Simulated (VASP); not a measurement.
Crystal: BaAs.

```
CELL_PARAMETERS angstrom
4.02459 0.00000 0.00000
0.00000 4.02459 0.00000
0.00000 0.00000 4.02459
ATOMIC_POSITIONS crystal
Ba 0.00000 0.00000 0.00000
As 0.50000 0.50000 0.50000
```

The cell was built by a generator and needn't be a form met in nature.

- Program: VASP 6.6.1
- Task: relaxation of cell and atoms
- Functional: LAK
- Potentials or basis: VASP PAW PBE potentials, release 64 (Ba_sv, As)
- Cutoff: 600 eV
- k mesh: 7 × 7 × 7
- Occupations: gaussian, width 0.05 eV
- Spin: no spin polarisation

At the start: pressure 1.9 GPa; volume 32.59 Å³/atom.

Task: How do energy, volume and symmetry change on relaxing?

Result: Over 15 steps the energy falls by 9.4 meV/atom and the volume is 34.20 Å³/atom (+4.9 %); space group Pm-3m (No. 221, to 0.05 Å).

The path:
```csv
step,energy change (eV),largest force (eV/Å),pressure (GPa),volume (Å³)
1,0.0000,0.0000,1.91,65.19
2,-0.0183,0.0000,-0.23,68.92
3,-0.0186,0.0000,-0.06,68.45
4,-0.0187,0.0000,0.04,68.34
5,-0.0187,0.0000,0.04,68.34
6,-0.0187,0.0000,0.05,68.35
7,-0.0187,0.0000,0.03,68.35
8,-0.0187,0.0000,0.03,68.35
9,-0.0187,0.0000,0.03,68.35
10,-0.0187,0.0000,0.04,68.35
11,-0.0187,0.0000,0.04,68.35
12,-0.0187,0.0000,0.04,68.36
13,-0.0187,0.0000,0.04,68.36
14,-0.0187,0.0000,0.05,68.38
15,-0.0187,0.0000,0.01,68.40
```

Final structure:
```cif
data_structure
_symmetry_space_group_name_H-M 'P 1'
_symmetry_Int_Tables_number 1
_cell_length_a 4.0897
_cell_length_b 4.0897
_cell_length_c 4.0897
_cell_angle_alpha 90.000
_cell_angle_beta 90.000
_cell_angle_gamma 90.000
_cell_volume 68.40
loop_
_atom_site_label
_atom_site_type_symbol
_atom_site_fract_x
_atom_site_fract_y
_atom_site_fract_z
_atom_site_occupancy
Ba1 Ba 0.00000 0.00000 0.00000 1
As1 As 0.50000 0.50000 0.50000 1
```

Caveat: the PAW data sets were made with another functional, which shifts forces and pressure a little.
